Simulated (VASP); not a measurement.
Computed with PBE GGA with D3 dispersion (zero damping), VASP's PBE PAW potentials (set 64) (plane waves; VASP).

A VASP calculation is set up with these files.

POSCAR:
```
Gd
1.0
  1.7911648703  -3.1023883529   0.0000000000
  1.7911648703   3.1023883529   0.0000000000
  0.0000000000   0.0000000000   5.6116530009
Gd
2
Cartesian
  1.7911648703   1.0341315192   1.4029132502
  1.7911648703  -1.0341315192   4.2087397507
```

### INCAR
```
! general
SYSTEM   =  Gd
PREC     =  Accurate
ENCUT    =  520   ! plane-wave cut-off (eV)
LREAL    =  .FALSE.   ! projection in real space or not
LASPH    =  .TRUE.   ! aspherical one-centre terms

! electronic loop
EDIFF    =  1E-6
NELM     =  100   ! most electronic steps
ALGO     =  Normal   ! blocked Davidson
LMAXMIX  =  6   ! l cut-off of mixed one-centre charges

! smearing
ISMEAR   =  1
SIGMA    =  0.1   ! width (eV)

! functional
GGA      =  PE
IVDW     =  11   ! D3, zero damping

! ions
IBRION   =  2
NSW      =  60
ISIF     =  3   ! ions, shape and volume
EDIFFG   =  -0.01

! output
LWAVE    =  .FALSE.
LCHARG   =  .FALSE.
```

**KPOINTS**
```
Automatic mesh
0
Gamma
11 11 6
0 0 0
```

POTCAR, in this order: Gd_3 (PBE.64 set). Program: vasp_std.

The 4f electrons are frozen in the core of the lanthanide potential, so 4f levels, which can set the real gap, and their magnetism are missing.

Q: Estimate the energy per atom (σ→0), dispersion energy, volume per atom, band gap (on the k-mesh).

A: 
```
Quantity                                                    Result
------------------------  ----------------------------------------
energy per atom (σ→0)                               -4.959 eV/atom
dispersion energy                                        -0.779 eV
band gap (on the k-mesh)  none (metal, semimetal or under 0.01 eV)
volume per atom                                      31.11 Å³/atom
```

**OSZICAR**
```
...
       N       E                     dE             d eps       ncg     rms          rms(c)
DAV:   1    -0.913915986282E+01    0.17565E-02   -0.78792E-03  1664   0.699E-01    0.979E-02
DAV:   2    -0.913891140609E+01    0.24846E-03   -0.48755E-04  1734   0.177E-01    0.501E-02
DAV:   3    -0.913880787098E+01    0.10354E-03   -0.23151E-04  1779   0.115E-01    0.161E-02
DAV:   4    -0.913880665341E+01    0.12176E-05   -0.18425E-05  2074   0.344E-02    0.119E-02
DAV:   5    -0.913880875029E+01   -0.20969E-05   -0.18703E-06  1377   0.822E-03    0.174E-03
DAV:   6    -0.913880879313E+01   -0.42843E-07   -0.18649E-07   907   0.284E-03
   2 F= -.99178430E+01 E0= -.99175891E+01  d E =-.436052E-04
```

The compound is Gd in the hcp structure. This run relaxes it. Symmetry was kept, so distortions that lower it aren't found. The start is the result of an earlier pass.
